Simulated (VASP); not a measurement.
All values below come from PBEsol GGA, VASP's PBE PAW potentials (set 64) (plane waves; VASP).

VASP input:

File POSCAR:
```
HfN
1
    0.0000000000     2.2558600000     2.2558600000
    2.2558600000     0.0000000000     2.2558600000
    2.2558600000     2.2558600000     0.0000000000
Hf N
1 1
Direct
  0.0000000000   0.0000000000   0.0000000000
  0.5000000000   0.5000000000   0.5000000000
```

**KPOINTS**
```
Automatic mesh
0
Gamma
10 10 10
0 0 0
```

INCAR:
```
SYSTEM = HfN
PREC = Accurate; ENCUT = 460; LREAL = F
LASPH = T
EDIFF = 1E-6; NELM = 100; ALGO = Normal
LMAXMIX = 6
ISMEAR = 1; SIGMA = 0.1
GGA = PS
ISIF = 2
LWAVE = F; LCHARG = F
```

POTCAR, in this order: Hf_pv N (PBE.64 set). Program: vasp_std.

Output of the run:

### OSZICAR
```
       N       E                     dE             d eps       ncg     rms          rms(c)
DAV:   1     0.347580815619E+02    0.34758E+02   -0.77746E+03  1034   0.117E+03
DAV:   2    -0.235949726169E+02   -0.58353E+02   -0.55299E+02  1362   0.239E+02
DAV:   3    -0.256940202404E+02   -0.20990E+01   -0.20653E+01  1328   0.390E+01
DAV:   4    -0.257142915093E+02   -0.20271E-01   -0.20157E-01  1246   0.360E+00
DAV:   5    -0.257146081837E+02   -0.31667E-03   -0.31553E-03  1378   0.304E-01    0.509E+01
DAV:   6    -0.230932528856E+02    0.26214E+01   -0.13840E+01  1181   0.260E+01    0.420E+01
DAV:   7    -0.230107451490E+02    0.82508E-01   -0.62915E-01  1160   0.716E+00    0.257E+01
DAV:   8    -0.229907596833E+02    0.19985E-01   -0.96431E-02  1163   0.302E+00    0.484E+00
DAV:   9    -0.229846682749E+02    0.60914E-02   -0.31751E-02  1222   0.130E+00    0.164E+00
DAV:  10    -0.229842621312E+02    0.40614E-03   -0.26767E-03  1234   0.447E-01    0.421E-02
DAV:  11    -0.229842601073E+02    0.20239E-05   -0.82002E-05  1220   0.101E-01    0.680E-02
DAV:  12    -0.229842577636E+02    0.23437E-05   -0.13121E-05  1215   0.312E-02    0.564E-03
DAV:  13    -0.229842577217E+02    0.41898E-07   -0.59923E-07   640   0.797E-03
   1 F= -.22984258E+02 E0= -.22984006E+02  d E =-.755017E-03
```

### OUTCAR
```
------------------------ aborting loop because EDIFF is reached ----------------------------------------
  FORCE on cell =-STRESS in cart. coord.  units (eV):
  Direction    XX          YY          ZZ          XY          YZ          ZX
  --------------------------------------------------------------------------------------
  Total       -0.6531303     -0.6531303     -0.6531303      0.0000000      0.0000000      0.0000000
  in kB      -45.5768164    -45.5768164    -45.5768164      0.0000000      0.0000000      0.0000000
  external PRESSURE =     -45.5768164 kB  Pullay stress =       0.0000000 kB
  volume of cell :       22.96
      direct lattice vectors                 reciprocal lattice vectors
     0.000000000  2.255860000  2.255860000    -0.221644960  0.221644960  0.221644960
     2.255860000  0.000000000  2.255860000     0.221644960 -0.221644960  0.221644960
     2.255860000  2.255860000  0.000000000     0.221644960  0.221644960 -0.221644960
 POSITION                                       TOTAL-FORCE (eV/Angst)
 -----------------------------------------------------------------------------------
      0.00000      0.00000      0.00000         0.000000      0.000000      0.000000
      2.25586      2.25586      2.25586        -0.000000     -0.000000     -0.000000
 -----------------------------------------------------------------------------------
    total drift:                                0.000000     -0.000000     -0.000000
  FREE ENERGIE OF THE ION-ELECTRON SYSTEM (eV)
  ---------------------------------------------------
  free  energy   TOTEN  =       -22.9842577217 eV

  energy  without entropy=      -22.9835027045  energy(sigma->0) =      -22.98400605
```
(Selected blocks of OUTCAR.)

OUTCAR:
```
 val. band max:        8.2230444165   @ k =  -0.4000   0.3000   0.0000

 cond. band min:       8.2809283996   @ k =  -0.1000   0.1000   0.0000


 Fermi energy:         8.2640973752

 k-point     1 :       0.0000    0.0000    0.0000
  band No.  band energies     occupation
      1     -22.8008      2.00000
      2     -22.8008      2.00000
      3     -22.8008      2.00000
      4      -9.2327      2.00000
      5       5.2398      2.00000
      6       5.2398      2.00000
      7       5.2398      2.00000
      8       7.8651      2.00000
      9       7.8651      2.00000
     10       7.8651      2.00000
     11      10.0848     -0.00000

 k-point     2 :       0.1000    0.0000    0.0000
  band No.  band energies     occupation
      1     -22.9044      2.00000
      2     -22.8094      2.00000
      3     -22.8094      2.00000
      4      -8.9993      2.00000
      5       4.3066      2.00000
      6       4.6857      2.00000
      7       4.6857      2.00000
      8       8.0990      2.04146
      9       8.1954      1.91077
     10       8.1954      1.91077
     11      10.7876      0.00000

 k-point     3 :       0.2000    0.0000    0.0000
  band No.  band energies     occupation
      1     -23.1648      2.00000
      2     -22.8318      2.00000
      3     -22.8318      2.00000
      4      -8.3720      2.00000
      5       2.6201      2.00000
      6       3.6789      2.00000
      7       3.6789      2.00000
      8       8.4885     -0.00671
      9       9.0179     -0.00000
     10       9.0179     -0.00000
     11      12.2405      0.00000

 k-point     4 :       0.3000    0.0000    0.0000
  band No.  band energies     occupation
      1     -23.4677      2.00000
      2     -22.8592      2.00000
      3     -22.8592      2.00000
      4      -7.5383      2.00000
      5       1.0026      2.00000
      6       2.7994      2.00000
      7       2.7994      2.00000
      8       9.2215     -0.00000
      9      10.1850     -0.00000
...
```

At this cut-off the stress carries a Pulay error, which pulls relaxed volumes low. Unless said otherwise, spin-orbit coupling is left out, though it shifts the bands of the heavy elements here.

The structure comes from a computed database's HfN entry; how it stands against other phases isn't given here. The cell was not relaxed at this level. The run is one of a series of settings (ENCUT = 460 against the base run), some of them coarse on purpose. The electron count is odd and the run is not spin-polarised, which forces a metal.
